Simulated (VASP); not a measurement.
Computed with r2SCAN meta-GGA, VASP's PBE PAW potentials (set 64) (plane waves; VASP).

VASP ran on this input.

**POSCAR**
```
CoAl
5.6410590
  0.5000000347   0.0000000000   0.0000000000
  0.0000000000   0.5000000347   0.0000000000
  0.0000000000   0.0000000000   0.5000000347
Al Co
1 1
Cartesian
  0.2500000173   0.2500000173   0.2500000173
  0.0000000000   0.0000000000   0.0000000000
```

### INCAR
```
ALGO  =  Normal
EDIFF  =  1E-7
ENCUT  =  530
IBRION  =  6
ISIF  =  3
ISMEAR  =  1
LASPH  =  .TRUE.
LCHARG  =  .FALSE.
LMAXMIX  =  4
LMIXTAU  =  .TRUE.
LREAL  =  .FALSE.
LWAVE  =  .FALSE.
METAGGA  =  R2SCAN
NELM  =  100
NFREE  =  2
NSW  =  1
POTIM  =  0.015
PREC  =  Accurate
SIGMA  =  0.1
SYSTEM  =  CoAl
```

File KPOINTS:
```
Automatic mesh
0
Gamma
12 12 12
0 0 0
```

POTCAR, in this order: Al Co (PBE.64 set). Program: vasp_std.

What VASP printed:

### OUTCAR
```
 ion  position               nearest neighbor table
   1  0.500  0.500  0.500-   2 2.44   2 2.44   2 2.44   2 2.44   2 2.44   2 2.44   2 2.44   2 2.44
  LATTYP: Found a simple cubic cell.
 ALAT       =     2.8205296957
 Subroutine PRICEL returns:
 Original cell was already a primitive cell.
 Subroutine GETGRP returns: Found 48 space group operations
The static configuration has the point symmetry O_h .
The dynamic configuration has the point symmetry O_h .
 Subroutine INISYM returns: Found 48 space group operations
 Subroutine IBZKPT returns following result:
 Found     84 irreducible k-points:

 Following reciprocal coordinates:
            Coordinates               Weight
  0.000000  0.000000  0.000000      1.000000
  0.083333  0.000000  0.000000      6.000000
  0.166667  0.000000  0.000000      6.000000
  0.250000  0.000000  0.000000      6.000000
  0.333333  0.000000  0.000000      6.000000
  0.416667  0.000000  0.000000      6.000000
  0.500000  0.000000  0.000000      3.000000
  0.083333  0.083333  0.000000     12.000000
  0.166667  0.083333  0.000000     24.000000
  0.250000  0.083333  0.000000     24.000000
  0.333333  0.083333  0.000000     24.000000
  0.416667  0.083333  0.000000     24.000000
  0.500000  0.083333  0.000000     12.000000
  0.166667  0.166667  0.000000     12.000000
  0.250000  0.166667  0.000000     24.000000
  0.333333  0.166667  0.000000     24.000000
  0.416667  0.166667  0.000000     24.000000
  0.500000  0.166667  0.000000     12.000000
  0.250000  0.250000  0.000000     12.000000
  0.333333  0.250000  0.000000     24.000000
  0.416667  0.250000  0.000000     24.000000
  0.500000  0.250000  0.000000     12.000000
  0.333333  0.333333  0.000000     12.000000
  0.416667  0.333333  0.000000     24.000000
  0.500000  0.333333  0.000000     12.000000
  0.416667  0.416667  0.000000     12.000000
  0.500000  0.416667  0.000000     12.000000
  0.500000  0.500000  0.000000      3.000000
  0.083333  0.083333  0.083333      8.000000
  0.166667  0.083333  0.083333     24.000000
  0.250000  0.083333  0.083333     24.000000
  0.333333  0.083333  0.083333     24.000000
  0.416667  0.083333  0.083333     24.000000
  0.500000  0.083333  0.083333     12.000000
  0.166667  0.166667  0.083333     24.000000
  0.250000  0.166667  0.083333     48.000000
  0.333333  0.166667  0.083333     48.000000
  0.416667  0.166667  0.083333     48.000000
  0.500000  0.166667  0.083333     24.000000
  0.250000  0.250000  0.083333     24.000000
 Subroutine IBZKPT_HF returns following result:
   k-points           NKPTS =     84   k-points in BZ     NKDIM =     84   number of bands    NBANDS=     10
   number of dos      NEDOS =    301   number of ions     NIONS =      2
   total plane-waves  NPLWV =  13824
   dimension x,y,z NGX =    24 NGY =   24 NGZ =   24
   dimension x,y,z NGXF=    48 NGYF=   48 NGZF=   48
   ions per type =               1   1
   PREC   = accura    normal or accurate (medium, high low for compatibility)
   ISTART =      0    job   : 0-new  1-cont  2-samecut
   ICHARG =      2    charge: 1-file 2-atom 10-const
   ISPIN  =      1    spin polarized calculation?
   LNONCOLLINEAR =      F non collinear calculations
   LSORBIT =      F    spin-orbit coupling
   INIWAV =      1    electr: 0-lowe 1-rand  2-diag
   ENCUT  =  530.0 eV  38.95 Ry    6.24 a.u.   5.29  5.29  5.29*2*pi/ulx,y,z
   NELM   =    100;   NELMIN=  2; NELMDL= -5     # of ELM steps
   EDIFF  = 0.1E-06   stopping-criterion for ELM
   LREAL  =      F    real-space projection
   NLSPLINE    = F    spline interpolate recip. space projectors
   LMAXMIX     =    4 max onsite mixed and CHGCAR
...
```

File OSZICAR:
```
...
DAV:   5    -0.210758006673E+02    0.82784E-04   -0.56816E-04 10782   0.320E-01    0.132E-02
DAV:   6    -0.210760508551E+02   -0.25019E-03   -0.20134E-04 10518   0.154E-01    0.353E-03
DAV:   7    -0.210760600303E+02   -0.91752E-05   -0.67012E-06 11106   0.286E-02    0.227E-03
DAV:   8    -0.210760583490E+02    0.16812E-05   -0.37686E-06 11244   0.260E-02    0.477E-04
DAV:   9    -0.210760587405E+02   -0.39145E-06   -0.31652E-07 10790   0.875E-03    0.248E-04
DAV:  10    -0.210760588091E+02   -0.68642E-07   -0.13932E-08  5400   0.166E-03
  10 F= -.21076059E+02 E0= -.21076132E+02  d E =0.219528E-03
       N       E                     dE             d eps       ncg     rms          rms(c)
DAV:   1    -0.210940933356E+02   -0.18035E-01   -0.54323E-01 12210   0.697E+00    0.952E-01
DAV:   2    -0.210798078557E+02    0.14285E-01   -0.13020E-02 13990   0.163E+00    0.514E-01
DAV:   3    -0.210754303007E+02    0.43776E-02   -0.11493E-02 14560   0.168E+00    0.109E-01
DAV:   4    -0.210760135838E+02   -0.58328E-03   -0.14412E-03 11748   0.571E-01    0.437E-02
DAV:   5    -0.210760758219E+02   -0.62238E-04   -0.21900E-04 10986   0.204E-01    0.273E-02
DAV:   6    -0.210760562275E+02    0.19594E-04   -0.49324E-05 14012   0.131E-01    0.830E-03
DAV:   7    -0.210760590511E+02   -0.28236E-05   -0.15550E-05 10704   0.509E-02    0.317E-03
DAV:   8    -0.210760586699E+02    0.38117E-06   -0.30810E-06 13910   0.288E-02    0.138E-03
DAV:   9    -0.210760587446E+02   -0.74644E-07   -0.34226E-07 10620   0.104E-02
  11 F= -.21076059E+02 E0= -.21076132E+02  d E =0.219506E-03
       N       E                     dE             d eps       ncg     rms          rms(c)
DAV:   1    -0.210698065260E+02    0.62521E-02   -0.49776E-01 12288   0.672E+00    0.618E-01
DAV:   2    -0.210692860459E+02    0.52048E-03   -0.67763E-03 13890   0.113E+00    0.356E-01
DAV:   3    -0.210740462716E+02   -0.47602E-02   -0.74374E-03 14722   0.137E+00    0.138E-01
DAV:   4    -0.210749562114E+02   -0.90994E-03   -0.20768E-03 11856   0.697E-01    0.391E-02
DAV:   5    -0.210757987192E+02   -0.84251E-03   -0.61029E-04 10676   0.323E-01    0.140E-02
DAV:   6    -0.210760098309E+02   -0.21111E-03   -0.19755E-04 10496   0.150E-01    0.441E-03
DAV:   7    -0.210760854854E+02   -0.75654E-04   -0.70161E-06 11144   0.291E-02    0.258E-03
DAV:   8    -0.210760560012E+02    0.29484E-04   -0.40390E-06 10838   0.266E-02    0.548E-04
DAV:   9    -0.210760575854E+02   -0.15843E-05   -0.34170E-07 10848   0.909E-03    0.317E-04
DAV:  10    -0.210760585252E+02   -0.93979E-06   -0.27562E-08  5412   0.238E-03    0.891E-05
DAV:  11    -0.210760585961E+02   -0.70892E-07   -0.50346E-09  5344   0.120E-03
  12 F= -.21076059E+02 E0= -.21076132E+02  d E =0.219538E-03
       N       E                     dE             d eps       ncg     rms          rms(c)
DAV:   1    -0.210940497845E+02   -0.17991E-01   -0.53147E-01 12296   0.698E+00    0.951E-01
DAV:   2    -0.210798153157E+02    0.14234E-01   -0.13234E-02 13812   0.166E+00    0.514E-01
DAV:   3    -0.210753732833E+02    0.44420E-02   -0.11159E-02 14572   0.166E+00    0.953E-02
DAV:   4    -0.210760236385E+02   -0.65036E-03   -0.11959E-03 11702   0.516E-01    0.434E-02
DAV:   5    -0.210760741250E+02   -0.50487E-04   -0.20975E-04 11038   0.202E-01    0.268E-02
DAV:   6    -0.210760556099E+02    0.18515E-04   -0.48025E-05 13642   0.128E-01    0.833E-03
DAV:   7    -0.210760589488E+02   -0.33389E-05   -0.17100E-05 10782   0.532E-02    0.322E-03
DAV:   8    -0.210760586108E+02    0.33797E-06   -0.31369E-06 14292   0.288E-02    0.136E-03
DAV:   9    -0.210760587428E+02   -0.13200E-06   -0.35103E-07 10790   0.106E-02    0.258E-04
DAV:  10    -0.210760587556E+02   -0.12799E-07   -0.23611E-08  5388   0.304E-03
  13 F= -.21076059E+02 E0= -.21076132E+02  d E =0.219543E-03
       N       E                     dE             d eps       ncg     rms          rms(c)
DAV:   1    -0.210672926832E+02    0.87661E-02   -0.26222E-01  4496   0.533E+00    0.397E-01
DAV:   2    -0.210701356683E+02   -0.28430E-02   -0.35498E-03  4946   0.794E-01    0.247E-01
DAV:   3    -0.210764447092E+02   -0.63090E-02   -0.45272E-03  5544   0.104E+00    0.107E-01
DAV:   4    -0.210773782349E+02   -0.93353E-03   -0.13193E-03  4544   0.552E-01    0.117E-02
DAV:   5    -0.210777073007E+02   -0.32907E-03   -0.17999E-04  4066   0.146E-01    0.604E-03
DAV:   6    -0.210775123755E+02    0.19493E-03   -0.13503E-04  3988   0.121E-01    0.290E-03
DAV:   7    -0.210776416055E+02   -0.12923E-03   -0.24530E-05  4038   0.532E-02    0.943E-04
DAV:   8    -0.210776234555E+02    0.18150E-04   -0.10714E-06  4302   0.118E-02    0.656E-04
DAV:   9    -0.210776391850E+02   -0.15729E-04   -0.92141E-07  4074   0.114E-02    0.225E-04
DAV:  10    -0.210776405385E+02   -0.13535E-05   -0.29014E-08  2160   0.251E-03    0.158E-04
DAV:  11    -0.210776378272E+02    0.27113E-05   -0.15312E-08  2052   0.162E-03    0.661E-05
DAV:  12    -0.210776388155E+02   -0.98824E-06   -0.23299E-09  2044   0.558E-04    0.354E-05
DAV:  13    -0.210776388118E+02    0.36890E-08   -0.30929E-10  2044   0.214E-04
  14 F= -.21077639E+02 E0= -.21077695E+02  d E =0.167728E-03
       N       E                     dE             d eps       ncg     rms          rms(c)
DAV:   1    -0.210776947085E+02   -0.55893E-04   -0.78724E-02  3926   0.224E+00    0.890E-02
DAV:   2    -0.210776266470E+02    0.68061E-04   -0.14761E-03  4830   0.432E-01    0.527E-02
DAV:   3    -0.210776259369E+02    0.71010E-06   -0.11582E-04  4212   0.108E-01    0.191E-02
DAV:   4    -0.210776362489E+02   -0.10312E-04   -0.74050E-05  4258   0.704E-02    0.700E-03
DAV:   5    -0.210776380218E+02   -0.17729E-05   -0.40320E-06  4330   0.197E-02    0.503E-03
DAV:   6    -0.210776388461E+02   -0.82426E-06   -0.70820E-06  4198   0.221E-02    0.175E-03
DAV:   7    -0.210776391321E+02   -0.28606E-06   -0.68454E-07  4208   0.106E-02    0.780E-04
DAV:   8    -0.210776391521E+02   -0.20006E-07   -0.11604E-07  2724   0.408E-03
  15 F= -.21077639E+02 E0= -.21077695E+02  d E =0.167732E-03
       N       E                     dE             d eps       ncg     rms          rms(c)
DAV:   1    -0.210758321490E+02    0.18070E-02   -0.92083E-01  4036   0.816E+00    0.124E-01
DAV:   2    -0.210777489127E+02   -0.19168E-02   -0.10721E-02  4252   0.142E+00    0.104E-01
DAV:   3    -0.210776990189E+02    0.49894E-04   -0.57660E-04  4658   0.300E-01    0.762E-02
DAV:   4    -0.210775926741E+02    0.10634E-03   -0.36325E-04  3998   0.150E-01    0.241E-02
DAV:   5    -0.210776483579E+02   -0.55684E-04   -0.11398E-04  4180   0.114E-01    0.135E-02
DAV:   6    -0.210776446651E+02    0.36928E-05   -0.76082E-06  4482   0.377E-02    0.689E-03
DAV:   7    -0.210776437875E+02    0.87763E-06   -0.92845E-06  4162   0.269E-02    0.654E-04
DAV:   8    -0.210776437457E+02    0.41794E-07   -0.70972E-07  4104   0.103E-02
  16 F= -.21077644E+02 E0= -.21077700E+02  d E =0.167713E-03
       N       E                     dE             d eps       ncg     rms          rms(c)
DAV:   1    -0.210727137317E+02    0.49301E-02   -0.25161E+00  4082   0.133E+01    0.265E-01
DAV:   2    -0.210775994682E+02   -0.48857E-02   -0.29945E-02  4420   0.217E+00    0.189E-01
DAV:   3    -0.210777359032E+02   -0.13644E-03   -0.34319E-03  4544   0.767E-01    0.140E-01
DAV:   4    -0.210774726943E+02    0.26321E-03   -0.93801E-04  4410   0.402E-01    0.496E-02
DAV:   5    -0.210776506584E+02   -0.17796E-03   -0.54988E-04  4176   0.224E-01    0.156E-02
DAV:   6    -0.210776437623E+02    0.68960E-05   -0.20053E-05  4372   0.556E-02    0.741E-03
DAV:   7    -0.210776427109E+02    0.10514E-05   -0.51960E-06  4120   0.259E-02    0.142E-03
DAV:   8    -0.210776431907E+02   -0.47983E-06   -0.30213E-06  4052   0.223E-02    0.981E-04
DAV:   9    -0.210776434560E+02   -0.26534E-06   -0.20989E-07  3928   0.593E-03    0.640E-04
DAV:  10    -0.210776434873E+02   -0.31249E-07   -0.55922E-08  2070   0.227E-03
  17 F= -.21077643E+02 E0= -.21077699E+02  d E =0.167726E-03
```

OUTCAR:
```
------------------------ aborting loop because EDIFF is reached ----------------------------------------
  FORCE on cell =-STRESS in cart. coord.  units (eV):
  Direction    XX          YY          ZZ          XY          YZ          ZX
  --------------------------------------------------------------------------------------
  Total        0.0275256      0.0294091      0.0294091      0.0000000      0.0000000      0.0000000
  in kB        1.9654184      2.0999057      2.0999057      0.0000000      0.0000000      0.0000000
  external PRESSURE =       2.0550766 kB  Pullay stress =       0.0000000 kB
  volume of cell :       22.44
      direct lattice vectors                 reciprocal lattice vectors
     2.820529696  0.000000000  0.000000000     0.354543333  0.000000000  0.000000000
     0.000000000  2.820529696  0.000000000     0.000000000  0.354543333  0.000000000
     0.000000000  0.000000000  2.820529696     0.000000000  0.000000000  0.354543333
 POSITION                                       TOTAL-FORCE (eV/Angst)
 -----------------------------------------------------------------------------------
      1.41026      1.41026      1.41026        -0.125727      0.000000     -0.000000
     -0.01500      0.00000      0.00000         0.125727     -0.000000      0.000000
 -----------------------------------------------------------------------------------
    total drift:                                0.000405      0.000000     -0.000003
  FREE ENERGIE OF THE ION-ELECTRON SYSTEM (eV)
  ---------------------------------------------------
  free  energy   TOTEN  =       -21.0776434873 eV

  energy  without entropy=      -21.0778112134  energy(sigma->0) =      -21.07769940

   1 f  =   10.523735 THz    66.122575 2PiTHz  351.034004 cm-1    43.522650 meV
             X         Y         Z           dx          dy          dz
      1.410265  1.410265  1.410265     0.601122    0.569771    0.000000
      0.000000  0.000000  0.000000    -0.406704   -0.385493    0.000000

   2 f  =   10.523735 THz    66.122575 2PiTHz  351.034004 cm-1    43.522650 meV
             X         Y         Z           dx          dy          dz
      1.410265  1.410265  1.410265     0.569771   -0.601122    0.000000
      0.000000  0.000000  0.000000    -0.385493    0.406704    0.000000

   3 f  =   10.523735 THz    66.122575 2PiTHz  351.034004 cm-1    43.522650 meV
             X         Y         Z           dx          dy          dz
      1.410265  1.410265  1.410265     0.000000   -0.000000   -0.828244
      0.000000  0.000000  0.000000     0.000000   -0.000000    0.560368

   4 f/i=    0.000386 THz     0.002428 2PiTHz    0.012891 cm-1     0.001598 meV
             X         Y         Z           dx          dy          dz
      1.410265  1.410265  1.410265     0.213321   -0.512317   -0.077705
      0.000000  0.000000  0.000000     0.315295   -0.757222   -0.114851

   5 f/i=    0.000386 THz     0.002428 2PiTHz    0.012891 cm-1     0.001598 meV
             X         Y         Z           dx          dy          dz
      1.410265  1.410265  1.410265     0.029869   -0.071735    0.554954
      0.000000  0.000000  0.000000     0.044148   -0.106027    0.820242

   6 f/i=    0.000386 THz     0.002428 2PiTHz    0.012891 cm-1     0.001598 meV
             X         Y         Z           dx          dy          dz
      1.410265  1.410265  1.410265    -0.517315   -0.215402    0.000000
      0.000000  0.000000  0.000000    -0.764609   -0.318371    0.000000

 ELASTIC MODULI CONTR FROM IONIC RELAXATION (kBar)
 Direction    XX          YY          ZZ          XY          YZ          ZX
 --------------------------------------------------------------------------------
 XX           0.0000      0.0000      0.0000      0.0000      0.0000      0.0000
 YY           0.0000      0.0000      0.0000      0.0000      0.0000      0.0000
 ZZ           0.0000      0.0000      0.0000      0.0000      0.0000      0.0000
 XY           0.0000      0.0000      0.0000      0.0000      0.0000      0.0000
 YZ           0.0000      0.0000      0.0000      0.0000      0.0000      0.0000
 ZX           0.0000      0.0000      0.0000      0.0000      0.0000      0.0000
 --------------------------------------------------------------------------------

 TOTAL ELASTIC MODULI (kBar)
 Direction    XX          YY          ZZ          XY          YZ          ZX
 --------------------------------------------------------------------------------
 XX        3527.7318   1223.9795   1223.9795     -0.0000     -0.0000     -0.0000
 YY        1223.9795   3527.7318   1223.9795      0.0000      0.0000      0.0000
 ZZ        1223.9795   1223.9795   3527.7318     -0.0000      0.0000     -0.0000
 XY          -0.0000      0.0000     -0.0000   1609.4912      0.0000      0.0000
 YZ          -0.0000      0.0000      0.0000      0.0000   1609.4912      0.0000
 ZX          -0.0000      0.0000     -0.0000      0.0000      0.0000   1609.4912
 --------------------------------------------------------------------------------
```
(Selected blocks of OUTCAR.)

Finite-difference elastic constants of metals are sensitive to mesh and smearing; shear constants can be off by tens of GPa.

The compound is CoAl in the CsCl type structure. It was relaxed first. The run is not spin-polarised, so no magnetic state was tried.
